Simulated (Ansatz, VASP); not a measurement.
# MgZn2Se2S: VASP beside Ansatz

Wanted: the spread between two codes on one cell, functional and k mesh. The cell is generated by rule, not measured, and may not be a known phase. The structure shown is the end of the Ansatz relaxation below.

Main program and level: Ansatz 0.2.0; plane waves, with VASP 6.6.1 beside it; single point at PBEsol.

The structure was built from a prototype and need not be the compound's stable phase.

### Step 1. The starting structure

It takes space group Imm2 (No. 44, orthorhombic). Conventional cell: a = 3.974 Å, b = 3.999 Å, c = 16.934 Å, α = 90.00°, β = 90.00°, γ = 90.00°. Nearest to Mg lie 2 S at 2.44 Å and 2 Se at 2.54 Å. S has 2 Zn at 2.36 Å and 2 Mg at 2.44 Å nearest. Se has 4 Zn at 2.44 Å nearest. Se has 2 Zn at 2.44 Å and 2 Mg at 2.54 Å nearest. Nearest to Zn lie 2 S at 2.36 Å and 2 Se at 2.44 Å. Nearest to Zn lie 4 Se at 2.44 Å. Farther neighbours and most contacts between anions are not listed.

### Step 2. Ansatz: relaxation, PBEsol

Ansatz runs on its default PAW (the set named soft_2) files.

This run makes the geometry at which the two programs are then compared.

Contents of input.yaml:

```yaml
crystal:
  lattice:
    - [2.82667, 2.82667, 0.0]
    - [-2.82667, 2.82667, 0.0]
    - [2.82667, 0.0, 8.48]
  atoms:
    - { symbol: Mg, position: [0.666667, 0.333333, 0.666667] }
    - { symbol: S, position: [0.083333, 0.416667, 0.833333] }
    - { symbol: Se, position: [0.416667, 0.083333, 0.166667] }
    - { symbol: Se, position: [0.75, 0.75, 0.5] }
    - { symbol: Zn, position: [0.0, 0.0, 0.0] }
    - { symbol: Zn, position: [0.333333, 0.666667, 0.333333] }
kpoints:
  mp_grid: { grid: [6, 6, 6] }
hamiltonian:
  xc: pbesol
scf:
  occupations: { method: gaussian, width: 0.1 }
output:
  forces: true
  stress: true
  eigenvalues: true
relax:
  adjacent_minimum: "off"
  f_tol: 0.05
  max_steps: 80
  cell: { stress_tol: 0.5 }
```

The run is started by

```bash
$ ansatz run input.yaml --threads 8 --pin off --max-ram 14336MiB --backend cpu --events-out ev --progress --plain --runs-dir out
```

Numbers of over 12 decimals in the logs are rounded to 6 here.

Output:

```text
Warning: the atoms were moved onto the symmetric positions of the space group found under crystal.symmetry.tolerance 1.0e-5 (fractional; no operation is sought that the atoms, as they stand in a round, miss by more than twice it, and no atom is moved by as much as it), and the run uses the moved positions. Before a round's move an operation carried an atom to 5.65e-6 Å from where it should land, the largest such dist [...]
The last accepted step is kept in <dir> (removed where the run ends without a failure and the disk answers)
Engine: ansatz 0.2.0, x86_64-unknown-linux-gnu
Pseudopotentials: kind: paw
Pseudopotential: Mg, paw, valence charge 10, recommended cutoff 420 eV (normal), Mg.paw.azcp
Pseudopotential: S, paw, valence charge 6, recommended cutoff 420 eV (normal), S.paw.azcp
Pseudopotential: Se, paw, valence charge 16, recommended cutoff 420 eV (normal), Se.paw.azcp
Pseudopotential: Zn, paw, valence charge 12, recommended cutoff 420 eV (normal), Zn.paw.azcp
Functional definition: PBEsol
  exchange = pbesol_x
  correlation = pbesol_c
Crystal: 6 atoms, lattice volume = 135.511 Å³
Basis set: ecut = 420 eV, 2625 PW (Γ), exchange–correlation on 54×54×120 points (8 copies of the dense FFT grid, shifted against one another)
Bands: 44, of which v1, the nominal top of the filled ones, is band 36 counted from 1 (35 counted from 0)
Symmetry: 4 space group operations
Space group: Imm2 (ITA 44), of the structure as read, at distance tolerance 5.1e-5 Å
k-points: 46 of 216 (time reversal used)
Non-local potential: Mg, projectors of the file, l = 0: 3, l = 1: 2, l = 2: 1
Non-local potential: S, projectors of the file, l = 0: 2, l = 1: 2, l = 2: 2
Non-local potential: Se, projectors of the file, l = 0: 2, l = 1: 2, l = 2: 3, l = 3: 1
Non-local potential: Zn, projectors of the file, l = 0: 2, l = 1: 2, l = 2: 3, l = 3: 1
PAW form: soft (Blöchl's): semilocal exchange-correlation on the pseudo side does not see the compensation charge
PAW frozen core: Mg, regenerated for the run's functional, and the local potential with it (the file was generated under x = pbe(κ = 0.804, μ = 0.219515), c = pbe(β = 0.066725))
PAW frozen core: S, regenerated for the run's functional, and the local potential with it (the file was generated under x = pbe(κ = 0.804, μ = 0.219515), c = pbe(β = 0.066725))
PAW frozen core: Se, regenerated for the run's functional, and the local potential with it (the file was generated under x = pbe(κ = 0.804, μ = 0.219515), c = pbe(β = 0.066725))
PAW frozen core: Zn, regenerated for the run's functional, and the local potential with it (the file was generated under x = pbe(κ = 0.804, μ = 0.219515), c = pbe(β = 0.066725))
PAW one-centre angular grid: Mg, 110 points (default); XC on 64 Gauss nodes
PAW one-centre angular grid: S, 110 points (default); XC on 64 Gauss nodes
PAW one-centre angular grid: Se, 590 points (default); XC on 64 Gauss nodes
PAW one-centre angular grid: Zn, 590 points (default); XC on 64 Gauss nodes
Initial density: superposition of atomic densities (neutral atoms: chi_scale 0, normalization atom), corrected by the library's trained network
Initial wavefunctions: pseudopotential atomic-orbital guess
Functional: x = pbesol(κ = 0.804, μ = 0.123457), c = pbesol(β = 0.046)
SCF iter   1: F=—  HF=-20212.409996 eV  |F-HF|=—  |Δ(HF+E_count)|=         —  Δρ=3.69e-3  dr2=2.63e-2  ethr=1.77e-3  ⟨swp⟩=7.3  Hψ=8311  notcnv=0
preconditioner: auto → Resta (q_TF=auto, 2.455 Å⁻¹)  ε∞=4.9  [insulator: Δε(μ)=1.767 eV  Ē_g=10.722 eV  σ=0.100 eV  W_gap=1.00  n_scr=42 (ndim 8)  ℏωp=21.2 eV  f_vac=0.088  D(μ)=0.00/eV (n_scr^D=0)  ε∞_Penn≈4.9]
SCF iter   2: F=—  HF=-20212.402659 eV  |F-HF|=—  |Δ(HF+E_count)|=   7.34e-3  Δρ=1.42e-3  dr2=5.48e-3  ethr=3.65e-5  ⟨swp⟩=2.0  Hψ=3199  notcnv=0
SCF iter   3: F=—  HF=-20212.401822 eV  |F-HF|=—  |Δ(HF+E_count)|=   8.37e-4  Δρ=1.07e-3  dr2=1.21e-3  ethr=7.61e-6  ⟨swp⟩=2.0  Hψ=2838  notcnv=0
SCF iter   4: F=—  HF=-20212.401470 eV  |F-HF|=—  |Δ(HF+E_count)|=   3.52e-4  Δρ=3.50e-4  dr2=2.02e-4  ethr=1.68e-6  ⟨swp⟩=2.0  Hψ=2709  notcnv=0
[...]
SCF iter   2: F=—  HF=-20212.523889 eV  |F-HF|=—  |Δ(HF+E_count)|=   5.83e-3  Δρ=3.42e-3  dr2=8.59e-3  ethr=4.22e-5  ⟨swp⟩=1.0  Hψ=2024  notcnv=0
SCF iter   3: F=—  HF=-20212.523327 eV  |F-HF|=—  |Δ(HF+E_count)|=   5.62e-4  Δρ=1.09e-3  dr2=1.02e-3  ethr=1.19e-5  ⟨swp⟩=2.0  Hψ=3174  notcnv=0
SCF iter   4: F=—  HF=-20212.522830 eV  |F-HF|=—  |Δ(HF+E_count)|=   4.97e-4  Δρ=3.44e-4  dr2=1.92e-4  ethr=1.42e-6  ⟨swp⟩=2.0  Hψ=2890  notcnv=0
SCF iter   5: F=—  HF=-20212.522840 eV  |F-HF|=—  |Δ(HF+E_count)|=   1.00e-5  Δρ=8.21e-5  dr2=2.25e-5  ethr=2.66e-7  ⟨swp⟩=2.0  Hψ=2926  notcnv=0
SCF iter   6: F=—  HF=-20212.522842 eV  |F-HF|=—  |Δ(HF+E_count)|=   2.82e-6  Δρ=3.85e-5  dr2=4.39e-6  ethr=3.12e-8  ⟨swp⟩=2.0  Hψ=3634  notcnv=0
SCF iter   7: F=-20212.522844 eV  HF=-20212.522844 eV  |F-HF|=2.97e-8  |Δ(HF+E_count)|=   1.28e-6  Δρ=1.42e-5  dr2=3.42e-7  ethr=8.33e-10  ⟨swp⟩=3.7  Hψ=9499  notcnv=0
SCF 2 converged in 7 iterations: F = -20212.522844 eV  dr2 = 3.42e-7
relax step   2: F+E_penalty+E_count = -20212.52284378 eV  Δ(F+E_penalty+E_count) = -1.213e-1 eV  max|allowed force component| = 1.963e-1 eV/Å  Δτ_max = 0.0917 Å  P = -0.252 GPa  Ω = 135.157 Å³  energy of the carried Pulay correction = +7.988e-5 eV  (7 SCF iters, dr2 threshold 6.00e-7 eV, accepted)
[...]
relax step   3: F+E_penalty+E_count = -20212.52892956 eV  Δ(F+E_penalty+E_count) = -6.086e-3 eV  max|allowed force component| = 3.522e-2 eV/Å  Δτ_max = 0.0187 Å  P = +0.011 GPa  Ω = 134.558 Å³  energy of the carried Pulay correction = +2.155e-4 eV  (6 SCF iters, dr2 threshold 6.00e-7 eV, accepted)
[...]
relax step   4: F+E_penalty+E_count = -20212.52871909 eV  Δ(F+E_penalty+E_count) = +2.105e-4 eV  max|allowed force component| = 3.515e-2 eV/Å  Δτ_max = 0.0000 Å  P = +0.012 GPa  Ω = 134.558 Å³  stress off target by 4.35e-2 GPa  SCF on the basis re-selected at this cell (its energy is not comparable with the rows above)  (5 SCF iters)
basis re-selected at this cell: Δ(F+E_penalty+E_count) = +2.105e-4 eV, ΔP = +0.001 GPa vs the last step (what re-selecting the basis moved, of the pressure what is left beyond the Pulay correction that the steps carried, after the strain that the cell walked since its last selection, with what the two solves' SCF thresholds leave and, on support functions, any second-order correction that the steps lacked; it is no m [...]
SCF converged after 5 iterations
Free energy (F): -20212.528719 eV
Harris-Foulkes:  -20212.528719 eV  (|F-HF|=1.16e-10)
Internal energy: -20212.528719 eV  (E = F + TS)
E sigma→0 (E₀):  -20212.528719 eV
Fermi energy:    6.622835 eV
--- Per-component energies (eV) ---
  E_band       = -1146.724969
  E_kinetic    = 684.640951
  E_local      = -11268.854199  (includes V_loc(G=0)·N_el)
  E_nonlocal   = 169.624258
  E_hartree    = 5041.471095
  E_xc         = -603.801521
  E_vxc        = -427.122792  (∫ρ·V_xc dr)
  E_paw        = -8182.841256  (= ΣΔE_a)
  E_vpaw       = -387.951206  (= ΣTr[D̂ρ^β])
  E_aug_tail   = -0.001863  (compensation charges beyond the density's cutoff)
  E_ewald      = -6056.498606
  E_core_change = 3.732422  (= ΣΔE_core)
  E_smearing   = -0.000000  (= −TS)
  E_closure    = -0.000000  (closes the sum)
  Σ components = -20212.528719   (vs F -20212.528719, Δ=0.00e0)
--- Forces (eV/Å), atoms counted from 1 ---
  atom   1  Mg     0.00000000    -0.00000000    -0.01802401
  atom   2  S      0.00000000     0.00000000     0.00370730
  atom   3  Se    -0.00000000     0.00000000     0.03515069
  atom   4  Se     0.00000000    -0.00000000    -0.00702723
  atom   5  Zn     0.00000000     0.00000000    -0.02493903
  atom   6  Zn     0.00000000    -0.00000000     0.01111471
  max |Σ_I F_I| component: 1.76e-5 eV/Å
--- Stress (GPa, compression-positive) ---
       -0.004384       0.035114       0.000000
        0.035114      -0.004384       0.000000
        0.000000       0.000000       0.043538
  P = ⅓ Tr σ = 0.0116 GPa (0.116 kbar)
--- Band table (eV; the first three rows and the last of 46) ---
  k-point 0: bands = [... 32 lower, 4.4205, 5.6580, 5.7097, 5.7778, 7.4679, 9.2732, 9.4513, 9.7093, ... 4 higher]
  k-point 1: bands = [... 32 lower, 4.5138, 5.3560, 5.6559, 5.7221, 7.8088, 9.0178, 9.6235, 9.7779, ... 4 higher]
  k-point 2: bands = [... 32 lower, 4.6950, 4.7914, 5.5303, 5.5912, 8.4618, 8.8245, 9.5016, 9.9408, ... 4 higher]
  k-point 45: bands = [... 32 lower, 3.4999, 3.5391, 3.7387, 3.7705, 8.8223, 9.4992, 9.6772, 10.5038, ... 4 higher]
--- Relaxed structure (3 steps of the walk, 3 accepted, 1 SCFs on fresh bases) ---
  F+E_penalty+E_count = -20212.52871909 eV   max|allowed force component| = 3.515e-2 eV/Å   (the final SCF, on the basis selected at the relaxed cell)
  cell:  # Å, volume = 134.5581 Å³
    - [2.827580, 2.827580, -6.579513047623153e-19]
    - [-2.810108, 2.810108, 1.6278154774479648e-18]
    - [2.818844, 0.00873576, 8.467237]
  atoms:
    - { symbol: Mg, position: [0.660154, 0.339846, 0.679693] }
    - { symbol: S, position: [0.077070, 0.422930, 0.845860] }
    - { symbol: Se, position: [0.420062, 0.079938, 0.159876] }
    - { symbol: Se, position: [0.754000, 0.746000, 0.491999] }
    - { symbol: Zn, position: [0.00217874, -0.00217874, -0.00435749] }
    - { symbol: Zn, position: [0.336535, 0.663465, 0.326930] }
```

### Step 3. VASP: single point, PBEsol

The same cell, functional, mesh and smearing now go to VASP, with its own data sets and cutoff.

Lines of VASP's logs that name or quote its potential files are left out, and so is its time.

Contents of INCAR:

```
SYSTEM = MgZn2Se2S
PREC = Accurate
ENCUT = 400
EDIFF = 1E-06
NELM = 100
ISMEAR = 0
SIGMA = 0.1
LREAL = .FALSE.
ALGO = Normal
GGA = PS
NBANDS = 28
LORBIT = 11
LWAVE = .FALSE.
LCHARG = .FALSE.
KPAR = 2
ISIF = 2
```

Contents of POSCAR:

```
MgZn2Se2S
1.0
    2.8275799997      2.8275799997      0.0000000000
   -2.8101084800      2.8101084800      0.0000000000
    2.8188442398      0.0087357599      8.4672374184
Mg S Se Zn
1 1 2 2
Direct
    0.6601535185      0.3398464815      0.6796929631
    0.0770701223      0.4229298777      0.8458597553
    0.4200620566      0.0799379434      0.1598758868
    0.7540004975      0.7459995025      0.4919990050
    0.0021787433      0.9978212567      0.9956425134
    0.3365350618      0.6634649382      0.3269298764
```

Contents of KPOINTS:

```
Automatic mesh
0
Gamma
6 6 6
0 0 0
```

The projector-augmented-wave data sets are Mg, S, Se and Zn (PBE family, release 64).

The run is started by

```bash
$ mpirun -np 2 vasp_std
```

Output:

```text
[banner, memory and clock lines left out]
running    2 mpi-ranks, on    1 nodes
 distrk:  each k-point on    1 cores,    2 groups
 distr:  one band on    1 cores,    1 groups

 POSCAR found type information on POSCAR MgS SeZn
 POSCAR found :  4 types and       6 ions
|                                                                             |
|               ----> ADVICE to this user running VASP <----                  |
|                                                                             |
|     You enforced a specific xc type in the INCAR file but a different       |
|     [... a line on the potential file left out ...]
|     I HOPE YOU KNOW WHAT YOU ARE DOING!                                     |
|                                                                             |

 LDA part: xc-table for (Slater+PW92), standard interpolation
 POSCAR, INCAR and KPOINTS ok, starting setup
 FFT: planning ... GRIDC
 FFT: planning ... GRID_SOFT
 FFT: planning ... GRID
 WAVECAR not read
 entering main loop
       N       E                     dE             d eps       ncg     rms          rms(c)
DAV:   1     0.261465082207E+03    0.26147E+03   -0.17214E+04  2576   0.136E+03
DAV:   2     0.441997600961E+01   -0.25705E+03   -0.24769E+03  2804   0.307E+02
DAV:   3    -0.226982397591E+02   -0.27118E+02   -0.26904E+02  2944   0.104E+02
DAV:   4    -0.234380784026E+02   -0.73984E+00   -0.73863E+00  3140   0.180E+01
DAV:   5    -0.234470700565E+02   -0.89917E-02   -0.89902E-02  3192   0.189E+00    0.816E+00
DAV:   6    -0.223298397943E+02    0.11172E+01   -0.26086E+00  3960   0.461E+01    0.639E+00
DAV:   7    -0.223237158212E+02    0.61240E-02   -0.21506E+00  2792   0.755E+00    0.296E+00
DAV:   8    -0.223128633720E+02    0.10852E-01   -0.78099E-02  3476   0.343E+00    0.108E+00
DAV:   9    -0.223133089661E+02   -0.44559E-03   -0.17785E-02  3404   0.216E+00    0.282E-01
DAV:  10    -0.223133147218E+02   -0.57557E-05   -0.14018E-03  2984   0.522E-01    0.182E-01
DAV:  11    -0.223134780065E+02   -0.16328E-03   -0.72447E-04  3552   0.285E-01    0.446E-02
DAV:  12    -0.223135227571E+02   -0.44751E-04   -0.17807E-04  2904   0.241E-01    0.321E-02
DAV:  13    -0.223135252668E+02   -0.25097E-05   -0.24141E-05  3372   0.575E-02    0.209E-02
DAV:  14    -0.223135286477E+02   -0.33808E-05   -0.13762E-05  2868   0.215E-02    0.763E-03
DAV:  15    -0.223135284328E+02    0.21485E-06   -0.25552E-06  2516   0.195E-02
   1 F= -.22313528E+02 E0= -.22313528E+02  d E =-.123064E-10
```

Parts of OUTCAR (step 3):

```text
ion  position               nearest neighbor table
   1  0.660  0.340  0.680-   2 2.44   2 2.44   4 2.54   4 2.54
   2  0.077  0.423  0.846-   5 2.36   5 2.36   1 2.44   1 2.44
   3  0.420  0.080  0.160-   5 2.44   5 2.44   6 2.44   6 2.44
   4  0.754  0.746  0.492-   6 2.44   6 2.44   1 2.54   1 2.54
   5  0.002  0.998  0.996-   2 2.36   2 2.36   3 2.44   3 2.44
   6  0.337  0.663  0.327-   3 2.44   3 2.44   4 2.44   4 2.44

  LATTYP: Found a body centered orthorhombic cell.
 ALAT       =     3.9740935242
 B/A-ratio  =     1.0062173826
 C/A-ratio  =     4.2612169879

 Subroutine GETGRP returns: Found  4 space group operations
 (whereof  4 operations were pure point group operations)

The static configuration has the point symmetry C_2v.

 Found     46 irreducible k-points:

   k-points           NKPTS =     46   k-points in BZ     NKDIM =     46   number of bands    NBANDS=     28

   dimension x,y,z NGX =    28 NGY =   28 NGZ =   60
   dimension x,y,z NGXF=    56 NGYF=   56 NGZF=  120

   ENCUT  =  400.0 eV  29.40 Ry    5.42 a.u.   6.52  6.48 14.55*2*pi/ulx,y,z

   NELECT =      44.0000    total number of electrons

 k-points in reciprocal lattice and weights: Automatic mesh
   0.00000000  0.00000000  0.00000000       0.005
   0.16666667  0.00000000  0.00000000       0.019
   0.33333333  0.00000000  0.00000000       0.019
   0.50000000  0.00000000  0.00000000       0.009
   0.00000000  0.16666667 -0.00000000       0.019
   0.16666667  0.16666667 -0.00000000       0.019
   0.33333333  0.16666667  0.00000000       0.037
   0.50000000  0.16666667  0.00000000       0.037
  -0.33333333  0.16666667 -0.00000000       0.037
[...]
0.00000000  0.33333333  0.33333333       0.009
   0.00000000  0.00000000  0.50000000       0.005

 average (electrostatic) potential at core
       1 -38.6901       2 -88.9473       3 -55.5640       4 -55.2633       5 -36.6341
       6 -36.5683

 E-fermi :   2.0048

 k-point     1 :       0.0000    0.0000    0.0000
  band No.  band energies     occupation
    ...
     18       0.2027      2.00000
     19       0.2327      2.00000
     20       1.4725      2.00000
     21       1.5250      2.00000
     22       1.5937      2.00000
     23       3.2839      0.00000
     24       5.0857      0.00000
     25       5.2608      0.00000
     26       5.5201      0.00000
     27       6.2991      0.00000
    ...

 k-point     2 :       0.1667    0.0000    0.0000
  band No.  band energies     occupation
    ...
     18      -0.1449      2.00000
     19       0.3742      2.00000
     20       0.3983      2.00000
     21       1.1867      2.00000
     22       1.5296      2.00000
     23       4.2544      0.00000
     24       5.3953      0.00000
     25       5.8445      0.00000
     26       6.4502      0.00000
     27       6.9137      0.00000
    ...

 k-point     3 :       0.3333    0.0000    0.0000
  band No.  band energies     occupation
    ...
     18       0.0644      2.00000
     19       0.3474      2.00000
     20       0.5515      2.00000
     21       0.7009      2.00000
     22       1.3340      2.00000
     23       4.8929      0.00000
     24       5.2921      0.00000
     25       6.3377      0.00000
     26       7.3255      0.00000
     27       7.4835      0.00000
    ...

  Total       -0.0041553     -0.0041553      0.0285972      0.0311847      0.0000000     -0.0000000
  in kB       -0.0494772     -0.0494772      0.3405053      0.3713146      0.0000000     -0.0000000
  external PRESSURE =       0.0805170 kB  Pullay stress =       0.0000000 kB

  energy-cutoff  :      400.00
  volume of cell :      134.56
      direct lattice vectors                 reciprocal lattice vectors
     2.827580000  2.827580000  0.000000000     0.176829656  0.176829656 -0.059051137
    -2.810108480  2.810108480  0.000000000    -0.177929074  0.177929074  0.059051137
     2.818844240  0.008735760  8.467237418     0.000000000  0.000000000  0.118102275

 POSITION                                       TOTAL-FORCE (eV/Angst)
 -----------------------------------------------------------------------------------
      2.82758      2.82758      5.75512         0.000000     -0.000000     -0.012899
      1.41379      1.41379      7.16210         0.000000     -0.000000     -0.018890
      1.41379      1.41379      1.35371        -0.000000      0.000000      0.034723
      1.42253      4.23263      4.16587        -0.000000      0.000000      0.017269
      0.00874      2.81884      8.43034         0.000000     -0.000000     -0.032091
      0.00874      2.81884      2.76819        -0.000000      0.000000      0.011888
 -----------------------------------------------------------------------------------
    total drift:                                0.000010     -0.000019     -0.001660

  FREE ENERGIE OF THE ION-ELECTRON SYSTEM (eV)
  ---------------------------------------------------
  free  energy   TOTEN  =       -22.3135284328 eV

  energy  without entropy=      -22.3135284328  energy(sigma->0) =      -22.31352843

 total charge
# of ion       s       p       d       tot
------------------------------------------
    1        0.172   0.148   0.037   0.357
    2        1.309   2.439   0.000   3.748
    3        1.436   2.427   0.032   3.895
    4        1.433   2.473   0.020   3.927
    5        0.529   0.464   9.791  10.784
    6        0.537   0.462   9.786  10.786
--------------------------------------------------
tot          5.416   8.413  19.666  33.495

[... 3 further parts left out ...]
```

The run ends at a pressure of 0.01 GPa, with forces up to 0.035 eV/Å.

### Step 4. Comparison

Known differences besides the potentials themselves: the data sets hold 72 valence electrons in Ansatz (default PAW (the set named soft_2) files) and 44 in VASP; the cutoff is 420 eV in Ansatz and 400 eV in VASP; Ansatz makes its cores anew for this functional, VASP keeps those of its PBE data sets; VASP leaves aspherical gradient terms in its spheres out (LASPH is not set), Ansatz keeps them; Ansatz's pressure holds a Pulay correction, VASP's none. Total energies have different zeros and are not compared.

The two programs side by side:

```csv
quantity,Ansatz,VASP,difference
pressure (GPa),0.01,0.01,0.00
gap on the k mesh (eV),1.690,1.690,0.000
```

At this near-relaxed geometry the largest component of a force difference is 24 meV/Å. A gap on the mesh is an upper bound, since the band edges may lie between its points.

### Step 5. Results

```json
{"difference in gap on the k mesh (single point, PBEsol)": "-7.0e-5 eV", "r.m.s. force difference (single point, PBEsol)": "8.1 meV/Å"}
```

**Reading.** The r.m.s. force difference is 8.1 meV/Å (single point, PBEsol), within the 12 meV/Å picked in this series as the mark of a large difference. How closely two codes agree says nothing of how well the functional describes the real material.

[Lines on the potential files, build, host, timing and source positions are cut from VASP's logs without a mark.]

[Logs are printed without paths, hosts, clocks, repeated set-up lines and the standing remarks that a program may print on its own settings, such as how far it seeks lower states.]

[Hosts, paths, dates, database ids (printed as entryN), source tags and the programs' standing remarks are cut or masked in the printed files.]
